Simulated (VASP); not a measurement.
OSZICAR of a VASP run on GdN (rock salt):

**OSZICAR**
```
       N       E                     dE             d eps       ncg     rms          rms(c)
DAV:   1     0.438447909266E+02    0.43845E+02   -0.66401E+03   638   0.115E+03
DAV:   2    -0.154243303954E+02   -0.59269E+02   -0.55926E+02   863   0.237E+02
DAV:   3    -0.183932344151E+02   -0.29689E+01   -0.29405E+01   839   0.432E+01
DAV:   4    -0.184352653447E+02   -0.42031E-01   -0.41943E-01   804   0.478E+00
DAV:   5    -0.184360139231E+02   -0.74858E-03   -0.74836E-03   865   0.555E-01    0.239E+01
DAV:   6    -0.163516798088E+02    0.20843E+01   -0.19888E+01   740   0.258E+01    0.226E+01
DAV:   7    -0.161177998756E+02    0.23388E+00   -0.15938E+00   730   0.807E+00    0.157E+01
DAV:   8    -0.161186755197E+02   -0.87564E-03   -0.13936E-01   698   0.400E+00    0.621E+00
DAV:   9    -0.161132468300E+02    0.54287E-02   -0.12613E-02   761   0.110E+00    0.747E-01
DAV:  10    -0.161136230702E+02   -0.37624E-03   -0.81525E-04   890   0.226E-01    0.492E-01
DAV:  11    -0.161135776246E+02    0.45446E-04   -0.26847E-04   770   0.110E-01    0.162E-02
DAV:  12    -0.161135784196E+02   -0.79504E-06   -0.91785E-06   800   0.283E-02
   1 F= -.16113578E+02 E0= -.16113569E+02  d E =-.192518E-04
```

Task: Which electronic solver shows in the log?

Result: It is blocked Davidson (ALGO = Normal, or the opening steps of other solvers). The INCAR had ALGO = Normal.

Task: Can the final energy be trusted as converged?

Result: The calculation finished and met its thresholds. It stopped with EDIFF = 1E-6, NELM = 100 (PBE GGA, plane waves, VASP's PBE PAW potentials (set 64)). The 4f electrons are frozen in the core of the lanthanide potential, so 4f levels, which can set the real gap, and their magnetism are missing.

The compound is GdN in the rock salt structure. The cell was not relaxed at this level. The run is one of a series of settings (ISMEAR = -1, SIGMA = 0.01 against the base run), some of them coarse on purpose.
